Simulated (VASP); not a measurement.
# CrO2: hyperfine terms and field gradients, part 4 of 4

Wanted: contact terms and field gradients at the nuclei of CrO2. The start is a cell from a database of measured crystal structures.

VASP 6.6.1, plane waves and PAW; the level of theory is named at each step.

So far. Step 2 (Local probes at PBE): The largest gradient is -59.02 V/Å², at Cr1.

## Step 3: Local probes at r2SCAN (continued)

Level of this step: r2SCAN, DFT+U (Cr d 3.5 eV), spin-polarised from a ferromagnetic start; plane waves and PAW (Cr_pv, O) (VASP).

Parts of OUTCAR (step 3):

```text
 Found     60 irreducible k-points:

   NELECT =      48.0000    total number of electrons

atom =   1  type =  1  l = 2

 onsite density matrix

spin component  1

  0.5956  0.0000 -0.2535  0.0000 -0.0000
  0.0000  0.6337  0.0000 -0.2605  0.0000
 -0.2535  0.0000  0.7795  0.0000  0.0000
  0.0000 -0.2605  0.0000  0.6337  0.0000
 -0.0000  0.0000  0.0000  0.0000  0.5326

spin component  2

  0.2210  0.0000  0.1097  0.0000  0.0000
  0.0000  0.1764  0.0000  0.1059  0.0000
  0.1097  0.0000  0.1264  0.0000  0.0000
  0.0000  0.1059  0.0000  0.1764  0.0000
  0.0000  0.0000  0.0000  0.0000  0.0808

 occupancies and eigenvectors

  o =  0.0543  v =  0.0000  0.0000  0.0000  0.0000  0.0000 -0.5495  0.0000  0.8355  0.0000 -0.0000      0.0000  0.0000  0.0000  0.0000  0.0000  0.0000  0.0000  0.0000  0.0000  0.0000
  o =  0.0705  v =  0.0000  0.0000  0.0000  0.0000  0.0000  0.0000  0.7071  0.0000 -0.7071  0.0000      0.0000  0.0000  0.0000  0.0000  0.0000  0.0000  0.0000  0.0000  0.0000  0.0000
  o =  0.0808  v =  0.0000  0.0000  0.0000  0.0000  0.0000 -0.0000 -0.0000  0.0000  0.0000  1.0000      0.0000  0.0000  0.0000  0.0000  0.0000  0.0000  0.0000  0.0000  0.0000  0.0000
  o =  0.2823  v =  0.0000  0.0000  0.0000  0.0000  0.0000  0.0000 -0.7071  0.0000 -0.7071 -0.0000      0.0000  0.0000  0.0000  0.0000  0.0000  0.0000  0.0000  0.0000  0.0000  0.0000
  o =  0.2932  v =  0.0000  0.0000  0.0000  0.0000  0.0000 -0.8355  0.0000 -0.5495  0.0000 -0.0000      0.0000  0.0000  0.0000  0.0000  0.0000  0.0000  0.0000  0.0000  0.0000  0.0000
  o =  0.3732  v = -0.0000 -0.7071 -0.0000 -0.7071  0.0000  0.0000  0.0000  0.0000  0.0000  0.0000      0.0000  0.0000  0.0000  0.0000  0.0000  0.0000  0.0000  0.0000  0.0000  0.0000
  o =  0.4179  v =  0.8188 -0.0000  0.5740 -0.0000 -0.0000  0.0000  0.0000  0.0000  0.0000  0.0000      0.0000  0.0000  0.0000  0.0000  0.0000  0.0000  0.0000  0.0000  0.0000  0.0000
  o =  0.5326  v = -0.0000 -0.0000 -0.0000 -0.0000 -1.0000  0.0000  0.0000  0.0000  0.0000  0.0000      0.0000  0.0000  0.0000  0.0000  0.0000  0.0000  0.0000  0.0000  0.0000  0.0000
  o =  0.8943  v =  0.0000  0.7071 -0.0000 -0.7071  0.0000  0.0000  0.0000  0.0000  0.0000  0.0000      0.0000  0.0000  0.0000  0.0000  0.0000  0.0000  0.0000  0.0000  0.0000  0.0000
  o =  0.9573  v = -0.5740  0.0000  0.8188 -0.0000  0.0000  0.0000  0.0000  0.0000  0.0000  0.0000      0.0000  0.0000  0.0000  0.0000  0.0000  0.0000  0.0000  0.0000  0.0000  0.0000

atom =   2  type =  1  l = 2

 onsite density matrix

spin component  1

  0.5956  0.0000  0.2535  0.0000  0.0000
  0.0000  0.6337  0.0000  0.2605  0.0000
  0.2535  0.0000  0.7795  0.0000  0.0000
  0.0000  0.2605  0.0000  0.6337  0.0000
  0.0000  0.0000  0.0000  0.0000  0.5326

spin component  2

  0.2210  0.0000 -0.1097  0.0000 -0.0000
  0.0000  0.1764  0.0000 -0.1059  0.0000
 -0.1097  0.0000  0.1264  0.0000 -0.0000
  0.0000 -0.1059  0.0000  0.1764  0.0000
 -0.0000  0.0000 -0.0000  0.0000  0.0808

 occupancies and eigenvectors

  o =  0.0543  v =  0.0000  0.0000  0.0000  0.0000  0.0000 -0.5495 -0.0000 -0.8355  0.0000 -0.0000      0.0000  0.0000  0.0000  0.0000  0.0000  0.0000  0.0000  0.0000  0.0000  0.0000
  o =  0.0705  v =  0.0000  0.0000  0.0000  0.0000  0.0000  0.0000 -0.7071  0.0000 -0.7071  0.0000      0.0000  0.0000  0.0000  0.0000  0.0000  0.0000  0.0000  0.0000  0.0000  0.0000
  o =  0.0808  v =  0.0000  0.0000  0.0000  0.0000  0.0000 -0.0000  0.0000 -0.0000  0.0000  1.0000      0.0000  0.0000  0.0000  0.0000  0.0000  0.0000  0.0000  0.0000  0.0000  0.0000
  o =  0.2823  v =  0.0000  0.0000  0.0000  0.0000  0.0000  0.0000  0.7071  0.0000 -0.7071 -0.0000      0.0000  0.0000  0.0000  0.0000  0.0000  0.0000  0.0000  0.0000  0.0000  0.0000
  o =  0.2932  v =  0.0000  0.0000  0.0000  0.0000  0.0000 -0.8355 -0.0000  0.5495  0.0000 -0.0000      0.0000  0.0000  0.0000  0.0000  0.0000  0.0000  0.0000  0.0000  0.0000  0.0000
  o =  0.3732  v =  0.0000  0.7071  0.0000 -0.7071  0.0000  0.0000  0.0000  0.0000  0.0000  0.0000      0.0000  0.0000  0.0000  0.0000  0.0000  0.0000  0.0000  0.0000  0.0000  0.0000
  o =  0.4179  v = -0.8188  0.0000  0.5740  0.0000  0.0000  0.0000  0.0000  0.0000  0.0000  0.0000      0.0000  0.0000  0.0000  0.0000  0.0000  0.0000  0.0000  0.0000  0.0000  0.0000
  o =  0.5326  v =  0.0000 -0.0000 -0.0000  0.0000  1.0000  0.0000  0.0000  0.0000  0.0000  0.0000      0.0000  0.0000  0.0000  0.0000  0.0000  0.0000  0.0000  0.0000  0.0000  0.0000
  o =  0.8943  v =  0.0000 -0.7071  0.0000 -0.7071 -0.0000  0.0000  0.0000  0.0000  0.0000  0.0000      0.0000  0.0000  0.0000  0.0000  0.0000  0.0000  0.0000  0.0000  0.0000  0.0000
  o =  0.9573  v = -0.5740  0.0000 -0.8188  0.0000 -0.0000  0.0000  0.0000  0.0000  0.0000  0.0000      0.0000  0.0000  0.0000  0.0000  0.0000  0.0000  0.0000  0.0000  0.0000  0.0000

 E-fermi :   5.0252

 spin component 1
 k-point     1 :       0.0000    0.0000    0.0000
  band No.  band energies     occupation
    ...
     22       2.6247      1.00000
     23       3.6722      1.00000
     24       3.8674      1.00000
     25       4.4665      0.99999
     26       4.4665      0.99999
     27       5.1807      0.04273
     28       5.4345      0.00028
     29       5.4580      0.00017
     30       6.3584      0.00000
     31       6.8636      0.00000
    ...

 k-point     2 :       0.1667    0.0000    0.0000
  band No.  band energies     occupation
    ...
     22       2.9786      1.00000
     23       3.3330      1.00000
     24       4.0344      1.00000
     25       4.2393      1.00000
     26       4.5913      0.99983
     27       5.0768      0.26278
     28       5.4418      0.00024
     29       5.4617      0.00016
     30       6.2488      0.00000
     31       7.3222      0.00000
    ...

 k-point     3 :       0.3333    0.0000    0.0000
  band No.  band energies     occupation
    ...
     22       2.9745      1.00000
     23       3.5908      1.00000
     24       4.0273      1.00000
     25       4.1909      1.00000
     26       4.5364      0.99994
     27       5.1389      0.09335
     28       5.4534      0.00019
     29       5.4616      0.00016
     30       5.9495      0.00000
     31       8.2553      0.00000
    ...

 k-point     4 :       0.5000    0.0000    0.0000
  band No.  band energies     occupation
    ...
     22       2.9697      1.00000
     23       4.0442      1.00000
     24       4.0442      1.00000
     25       4.1841      1.00000
     26       4.1841      1.00000
     27       5.4519      0.00020
     28       5.4519      0.00020
     29       5.5482      0.00003
     30       5.5482      0.00003
     31       9.2075      0.00000
    ...

  Total        2.1792607      2.1792607      3.6330796     -0.0000000      0.0000000      0.0000000
  in kB       61.2410051     61.2410051    102.0958382     -0.0000000      0.0000000      0.0000000
  external PRESSURE =      74.8592828 kB  Pullay stress =       0.0000000 kB

 POSITION                                       TOTAL-FORCE (eV/Angst)
 -----------------------------------------------------------------------------------
      2.21050      2.21050      1.45850        -0.000000      0.000000      0.000000
      0.00000      0.00000      0.00000        -0.000000      0.000000      0.000000
      3.54122      0.87978      1.45850        -0.041294      0.041294      0.000000
      3.09028      3.09028      0.00000         0.041294      0.041294      0.000000
      0.87978      3.54122      1.45850         0.041294     -0.041294      0.000000
      1.33072      1.33072      0.00000        -0.041294     -0.041294      0.000000
 -----------------------------------------------------------------------------------
    total drift:                                0.000000      0.000000      0.000000

  FREE ENERGIE OF THE ION-ELECTRON SYSTEM (eV)
  ---------------------------------------------------
  free  energy   TOTEN  =       -61.6943050070 eV

  energy  without entropy=      -61.6872428530  energy(sigma->0) =      -61.69077393

 Electric field gradients after diagonalization (V/A^2)
 (convention: |V_zz| > |V_xx| > |V_yy|)
----------------------------------------------------------------------
 ion       V_xx      V_yy      V_zz     asymmetry (V_yy - V_xx)/ V_zz
----------------------------------------------------------------------
   1      44.131    14.245   -58.376       0.512
   2      44.131    14.245   -58.376       0.512
   3     -12.415    -5.922    18.337       0.354
   4     -12.415    -5.922    18.337       0.354
   5     -12.415    -5.922    18.337       0.354
   6     -12.415    -5.922    18.337       0.354
----------------------------------------------------------------------

 Fermi contact (isotropic) hyperfine coupling parameter (MHz)
 -------------------------------------------------------------
  ion      A_pw      A_1PS     A_1AE     A_1c      A_tot
 -------------------------------------------------------------
   1      13.215    13.143    12.296     2.162    12.368
   2      13.215    13.143    12.296     2.162    12.368
   3      -1.511    -1.513    -3.365     1.544    -3.363
   4      -1.511    -1.513    -3.365     1.544    -3.363
   5      -1.511    -1.513    -3.365     1.544    -3.363
   6      -1.511    -1.513    -3.365     1.544    -3.363
 -------------------------------------------------------------

 Total hyperfine coupling parameters after diagonalization (MHz)
 (convention: |A_zz| > |A_xx| > |A_yy|)
 ----------------------------------------------------------------------
  ion      A_xx      A_yy      A_zz     asymmetry (A_yy - A_xx)/ A_zz
 ----------------------------------------------------------------------
   1      11.756    10.738    14.611      -0.070
   2      11.756    10.738    14.611      -0.070
   3      -2.261    -2.074    -5.755      -0.032
   4      -2.261    -2.074    -5.755      -0.032
   5      -2.261    -2.074    -5.755      -0.032
   6      -2.261    -2.074    -5.755      -0.032
 ---------------------------------------------------------------------

 total charge
# of ion       s       p       d       tot
------------------------------------------
    1        0.630   6.465   3.920  11.015
    2        0.630   6.465   3.920  11.015
    3        1.575   3.507   0.000   5.082
    4        1.575   3.507   0.000   5.082
    5        1.575   3.507   0.000   5.082
    6        1.575   3.507   0.000   5.082
--------------------------------------------------
tot          7.561  26.960   7.839  42.360

 magnetization (x)
# of ion       s       p       d       tot
------------------------------------------
    1        0.136   0.039   2.391   2.566
    2        0.136   0.039   2.391   2.566
    3       -0.006  -0.220   0.000  -0.226
    4       -0.006  -0.220   0.000  -0.226
    5       -0.006  -0.220   0.000  -0.226
    6       -0.006  -0.220   0.000  -0.226
--------------------------------------------------
tot          0.248  -0.803   4.782   4.227

[... 9 parts as in an earlier step ...]

[... 9 further parts left out ...]
```

The PAW data sets were made with PBE, which is usual practice but a small mismatch for other functionals.

Numbers from this step:

```
free energy (TOTEN)     : -61.6943 eV
energy at zero smearing : -61.6908 eV
Fermi energy            : 5.025 eV
pressure                : 7.486 GPa
```

Spin moment in the PAW sphere by atom:

```
atom  spin moment in the PAW sphere (μB)
 Cr1                                2.57
 Cr2                                2.57
  O3                               -0.23
  O4                               -0.23
  O5                               -0.23
  O6                               -0.23
```

For a gyromagnetic ratio of 1 MHz/T at every nucleus. The program has divided the terms by the spin of the whole cell, so they fall as a cell holds more magnetic ions. A_tot leaves out the core's term, which the program lists beside it. Hyperfine Fermi contact, by row:

```csv
atom,A_tot (MHz),core term A_1c (MHz),"contact term, their sum (MHz)"
Cr1,12.37,2.162,14.53
Cr2,12.37,2.162,14.53
O3,-3.363,1.544,-1.819
O4,-3.363,1.544,-1.819
O5,-3.363,1.544,-1.819
O6,-3.363,1.544,-1.819
```

Ordered as |Vzz| ≥ |Vxx| ≥ |Vyy|, the program's way. Electric field gradients, by row:

| atom | Vxx (V/Å²) | Vyy (V/Å²) | Vzz (V/Å²) | asymmetry |
| --- | --- | --- | --- | --- |
| Cr1 | 44.13 | 14.24 | -58.38 | 0.512 |
| Cr2 | 44.13 | 14.24 | -58.38 | 0.512 |
| O3 | -12.41 | -5.922 | 18.34 | 0.354 |
| O4 | -12.41 | -5.922 | 18.34 | 0.354 |
| O5 | -12.41 | -5.922 | 18.34 | 0.354 |
| O6 | -12.41 | -5.922 | 18.34 | 0.354 |

The largest gradient is -58.38 V/Å², at Cr1.

## Step 4: Summary

This step: electric field gradients, PBE, r2SCAN; plane waves and PAW (VASP 6.6.1).

Derived from the runs above.

Cost is wall time times ranks on a shared host. EFG, by row:

```
functional  Vzz Cr1 (V/Å²)  Vzz Cr2 (V/Å²)  Vzz O3 (V/Å²)  Vzz O4 (V/Å²)  Vzz O5 (V/Å²)  Vzz O6 (V/Å²)  cost (core minutes)
       PBE          -59.02          -59.02          23.37          23.37          23.37          23.37                  7.6
    r2SCAN          -58.38          -58.38          18.34          18.34          18.34          18.34                28.07
```

## Step 5: Outcome

```yaml
pbe: largest |Vzz| 59.0 V/Å²
r2scan: largest |Vzz| 58.4 V/Å²
```

**Reading.** The largest field gradient is that at Cr1, Vzz = -59.0 V/Å² at PBE, with an asymmetry of 0.42. On that site the functionals span -59.0 to -58.4 V/Å², at costs of 7.6 to 28 core minutes. The Hubbard term of the inputs acts at every level. The largest contact term, with the core's share, for a gyromagnetic ratio of 1 MHz/T and divided by the spin of the whole cell: -3.49 MHz on Cr1 at PBE and 14.5 MHz on Cr1 at r2SCAN. Its sign changes with the functional, so neither sign nor size is settled. At magnetic ions the core's share is large and depends on the functional. The values belong to the ordered state computed here. For isotopes with a quadrupole moment, the coupling follows from Vzz times that moment. Kohn-Sham core levels are too shallow against measured binding energies; only differences between inequivalent sites of one element, where there are any, carry meaning. The given cell is kept, although it stands at +10.8 GPa at PBE and ENCUT = 560 eV, which holds the mismatch of the given cell with this functional, any error of the entry itself and any basis-set error. All of it rests on one ferromagnetic start, which may not be the order of the real compound, and on the typed U. Not tabulated here, as repeats of values shown or as unfit to read for their mesh, reference level or band range: hyperfine terms (local probes).

[Lines on the potential files, build, host, timing and source positions are cut from VASP's logs without a mark.]

[Logs are printed without paths, hosts, clocks, repeated set-up lines and the standing remarks that a program may print on its own settings, such as how far it seeks lower states.]

[Hosts, paths, dates, database ids (printed as entryN), source tags and the programs' standing remarks are cut or masked in the printed files.]
